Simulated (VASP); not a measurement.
Input:

```
CELL_PARAMETERS angstrom
     -1.40444     1.40444     1.40444
      1.40444    -1.40444     1.40444
      1.40444     1.40444    -1.40444
ATOMIC_POSITIONS crystal
  Fe 0.00000 0.00000 0.00000
```
Starting moments (μB, in the order of the record's atoms Fe): 2.2.

Calculation: PBE GGA, VASP's PBE PAW potentials (set 64) (plane waves; VASP). Run with 500 eV cut-off, 18×18×18 Γ-centred mesh, first-order Methfessel-Paxton smearing of 0.10 eV, potentials Fe.

Energy and stress use the plane-wave basis of the starting cell.

Problem. The ions, cell shape and volume at an external pressure of 10.0 GPa are relaxed. Predict the relaxed structure.

Solution. 
```
CELL_PARAMETERS angstrom
     -1.39417     1.39417     1.39417
      1.39417    -1.39417     1.39417
      1.39417     1.39417    -1.39417
ATOMIC_POSITIONS crystal
  Fe 0.00000 0.00000 0.00000
```
Space group Im-3m (229), at a tolerance of 0.03 Å. The cell ends with 2.12 μB, on the sites 2.11 μB.

Problem. How do energy and volume change from the first to the last step?

Solution. The energy (σ→0) changes by +11.1 meV/atom and the volume by -2.2 %, in 3 ionic steps.

```
step  E(σ→0) (eV)  max force (eV/Å)  pressure (GPa)  volume (Å³)
----  -----------  ----------------  --------------  -----------
1         -8.2404             0.000            4.91        11.08
2         -8.2029             0.000           17.09        10.53
3         -8.2292             0.000            9.92        10.84
```

The compound is Fe in the bcc structure. This run relaxes it under an external pressure of 10 GPa. Symmetry was kept, so distortions that lower it aren't found.
